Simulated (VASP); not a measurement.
These are PBE GGA with D4 dispersion, VASP's PBE PAW potentials (set 64) (plane waves; VASP) values and carry that method's errors.

The input files of a VASP run:

POSCAR:
```
Ag
1.0
  0.0000000000   2.0393549145   2.0393549145
  2.0393549145   0.0000000000   2.0393549145
  2.0393549145   2.0393549145   0.0000000000
Ag
1
Cartesian
  0.0000000000   0.0000000000   0.0000000000
```

### INCAR
```
SYSTEM = Ag
PREC = Accurate
ENCUT = 520
EDIFF = 1E-7
NELM = 100
ALGO = Normal
LREAL = .FALSE.
LASPH = .TRUE.
ISMEAR = 1
SIGMA = 0.1
GGA = PE
IVDW = 13
LMAXMIX = 4
LWAVE = .FALSE.
LCHARG = .FALSE.
ISIF = 2
```

### KPOINTS
```
Automatic mesh
0
Gamma
15 15 15
0 0 0
```

POTCAR, in this order: Ag (PBE.64 set). Program: vasp_std.

What does the run give for the energy per atom (σ→0), dispersion energy, band gap (on the k-mesh)?

| Item | Result |
|---|---|
| energy per atom (σ→0) | -3.271 eV/atom |
| dispersion energy | -0.571 eV |
| band gap (on the k-mesh) | none (metal, semimetal or under 0.01 eV) |

OSZICAR:
```
...
DAV:   6    -0.271188444183E+01    0.24888E+00   -0.11675E+00  2197   0.118E+01    0.344E+00
DAV:   7    -0.270335489679E+01    0.85295E-02   -0.11000E-02  2318   0.116E+00    0.192E+00
DAV:   8    -0.270031483274E+01    0.30401E-02   -0.69152E-04  2248   0.250E-01    0.712E-02
DAV:   9    -0.270032333025E+01   -0.84975E-05   -0.90971E-06  2537   0.312E-02    0.143E-02
DAV:  10    -0.270032934190E+01   -0.60117E-05   -0.38213E-06  2344   0.244E-02    0.419E-03
DAV:  11    -0.270032902095E+01    0.32095E-06   -0.10093E-07  1735   0.349E-03    0.433E-04
DAV:  12    -0.270032897114E+01    0.49808E-07   -0.59358E-09  1111   0.883E-04
   1 F= -.32709213E+01 E0= -.32708051E+01  d E =-.348552E-03
```

The compound is Ag in the fcc structure. It was relaxed first.
